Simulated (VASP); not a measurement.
The input files of a VASP run:

**POSCAR**
```
SiC
1
    1.5400000000    -2.6673580000     0.0000000000
    1.5400000000     2.6673580000     0.0000000000
    0.0000000000     0.0000000000     5.0500000000
Si C
2 2
Direct
  0.6666670000   0.3333330000   0.5000000000
  0.3333330000   0.6666670000   0.0000000000
  0.6666670000   0.3333330000   0.8750000000
  0.3333330000   0.6666670000   0.3750000000
```

**KPOINTS**
```
Automatic mesh
0
Gamma
6 6 4
0 0 0
```

**INCAR**
```
SYSTEM = SiC
PREC = Accurate
ENCUT = 520
EDIFF = 1E-6
NELM = 100
ALGO = Normal
LREAL = .FALSE.
LASPH = .TRUE.
ISMEAR = 0
SIGMA = 0.05
GGA = PE
LWAVE = .FALSE.
LCHARG = .FALSE.
ISIF = 2
```

POTCAR, in this order: Si C (PBE.64 set). Program: vasp_gam.

Output

File standard output:
```
 POSCAR found type information on POSCAR SiC
 POSCAR found :  2 types and       4 ions
 Reading from existing POTCAR
 Reading from existing POTCAR
 LDA part: xc-table for (Slater+PW92), standard interpolation

 -----------------------------------------------------------------------------
|                                                                             |
|     EEEEEEE  RRRRRR   RRRRRR   OOOOOOO  RRRRRR      ###     ###     ###     |
|     E        R     R  R     R  O     O  R     R     ###     ###     ###     |
|     E        R     R  R     R  O     O  R     R     ###     ###     ###     |
|     EEEEE    RRRRRR   RRRRRR   O     O  RRRRRR       #       #       #      |
|     E        R   R    R   R    O     O  R   R                               |
|     E        R    R   R    R   O     O  R    R      ###     ###     ###     |
|     EEEEEEE  R     R  R     R  OOOOOOO  R     R     ###     ###     ###     |
|                                                                             |
|     You are using the Gamma-point-only version with more than one           |
|     k-point or some other non-Gamma k-point.                                |
|                                                                             |
|       ---->  I REFUSE TO CONTINUE WITH THIS SICK JOB ... BYE!!! <----       |
|                                                                             |
 -----------------------------------------------------------------------------
```

From input and log, find the fault in this run and mend it.

The cause: the Γ-only program was given a k-mesh. VASP stops with an error: You are using the Gamma-point-only version with more than one k-point or some other non-Gamma k-point. ----> I REFUSE TO CONTINUE WITH THIS SICK JOB ... BYE!!! <---- To mend it, run vasp_std.

The mended run (PBE GGA, plane waves, VASP's PBE PAW potentials (set 64)) converges, and its OSZICAR ends with
```
   1 F= -.30094950E+02 E0= -.30094950E+02  d E =-.109372E-11
```

The compound is SiC in the wurtzite structure, the rare 2H polytype. The cell was not relaxed at this level.
